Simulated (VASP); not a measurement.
OSZICAR of a VASP run on Mo (bcc):

OSZICAR:
```
       N       E                     dE             d eps       ncg     rms          rms(c)
DAV:   1     0.189600917477E+03    0.18960E+03   -0.11076E+04  3000   0.260E+03
DAV:   2     0.552784949899E+02   -0.13432E+03   -0.12426E+03  3284   0.472E+02
DAV:   3     0.485307184135E+02   -0.67478E+01   -0.64856E+01  3637   0.135E+02
DAV:   4     0.483976417452E+02   -0.13308E+00   -0.13138E+00  3475   0.188E+01
DAV:   5     0.483934218218E+02   -0.42199E-02   -0.42181E-02  3995   0.318E+00    0.399E+01
DAV:   6    -0.190503579741E+02   -0.67444E+02   -0.44633E+02  2640   0.350E+02    0.126E+01
DAV:   7    -0.197703181577E+02   -0.71996E+00   -0.20679E+00  3207   0.218E+01    0.824E+00
DAV:   8    -0.182366600829E+02    0.15337E+01   -0.18734E+00  2787   0.198E+01    0.330E+00
DAV:   9    -0.194171342910E+02   -0.11805E+01   -0.70637E-01  2640   0.145E+01    0.431E+00
DAV:  10    -0.196011902898E+02   -0.18406E+00   -0.20130E-01  2769   0.627E+00    0.108E+00
DAV:  11    -0.196132185260E+02   -0.12028E-01   -0.29049E-02  3076   0.254E+00    0.247E-01
DAV:  12    -0.196131984385E+02    0.20088E-04   -0.92771E-04  3137   0.323E-01    0.293E-01
DAV:  13    -0.196197319713E+02   -0.65335E-02   -0.13326E-03  2751   0.604E-01    0.118E-01
DAV:  14    -0.196197632045E+02   -0.31233E-04   -0.64299E-05  3030   0.892E-02    0.122E-02
DAV:  15    -0.196197457247E+02    0.17480E-04   -0.25331E-06  2859   0.221E-02    0.157E-02
DAV:  16    -0.196197643662E+02   -0.18641E-04   -0.30999E-06  2694   0.222E-02    0.639E-03
DAV:  17    -0.196197596003E+02    0.47659E-05   -0.25613E-07  1347   0.597E-03    0.190E-03
DAV:  18    -0.196197605610E+02   -0.96072E-06   -0.29961E-08  1359   0.220E-03
   1 F= -.19619761E+02 E0= -.19619589E+02  d E =-.196198E+02
       N       E                     dE             d eps       ncg     rms          rms(c)
DAV:   1    -0.196459183932E+02   -0.26159E-01   -0.73586E-01  2748   0.124E+01    0.175E+00
DAV:   2    -0.196190662058E+02    0.26852E-01   -0.56584E-02  2718   0.308E+00    0.336E-01
DAV:   3    -0.196184247950E+02    0.64141E-03   -0.91116E-03  2849   0.103E+00    0.272E-01
DAV:   4    -0.196117665821E+02    0.66582E-02   -0.48710E-03  2658   0.846E-01    0.199E-01
DAV:   5    -0.196185978061E+02   -0.68312E-02   -0.31711E-03  2649   0.685E-01    0.427E-03
DAV:   6    -0.196186108858E+02   -0.13080E-04   -0.12150E-05  2905   0.510E-02    0.641E-03
DAV:   7    -0.196186135547E+02   -0.26689E-05   -0.39612E-06  2691   0.281E-02    0.114E-03
DAV:   8    -0.196186206266E+02   -0.70719E-05   -0.84989E-07  1707   0.138E-02    0.208E-03
DAV:   9    -0.196186209755E+02   -0.34888E-06   -0.98735E-08  1353   0.433E-03
   2 F= -.19618621E+02 E0= -.19618447E+02  d E =0.113959E-02
       N       E                     dE             d eps       ncg     rms          rms(c)
DAV:   1    -0.196349637263E+02   -0.16343E-01   -0.40829E-01  2748   0.917E+00    0.138E+00
DAV:   2    -0.196202759245E+02    0.14688E-01   -0.29785E-02  2721   0.227E+00    0.252E-01
DAV:   3    -0.196197173909E+02    0.55853E-03   -0.55968E-03  2826   0.820E-01    0.237E-01
DAV:   4    -0.196183330849E+02    0.13843E-02   -0.13903E-03  2688   0.447E-01    0.767E-02
DAV:   5    -0.196198993407E+02   -0.15663E-02   -0.85819E-04  2649   0.353E-01    0.971E-03
DAV:   6    -0.196199072208E+02   -0.78801E-05   -0.45824E-06  2913   0.276E-02    0.176E-03
DAV:   7    -0.196199049015E+02    0.23193E-05   -0.14451E-06  2249   0.180E-02    0.968E-04
DAV:   8    -0.196199098499E+02   -0.49484E-05   -0.48373E-07  1458   0.106E-02    0.814E-04
DAV:   9    -0.196199099170E+02   -0.67110E-07   -0.24551E-08  1329   0.231E-03
   3 F= -.19619910E+02 E0= -.19619739E+02  d E =-.149356E-03
```

Q: Which electronic solver shows in the log?

A: It is blocked Davidson (ALGO = Normal, or the opening steps of other solvers). The INCAR had ALGO = Normal.

Q: Can the final energy be trusted as converged?

A: The run converged. It stopped with EDIFF = 1E-6, NELM = 100, NSW = 60 and EDIFFG = -0.01 after 3 ionic steps (TPSS meta-GGA, plane waves, VASP's PBE PAW potentials (set 64)).

The compound is Mo in the bcc structure. This run relaxes it. Symmetry was kept, so distortions that lower it aren't found.
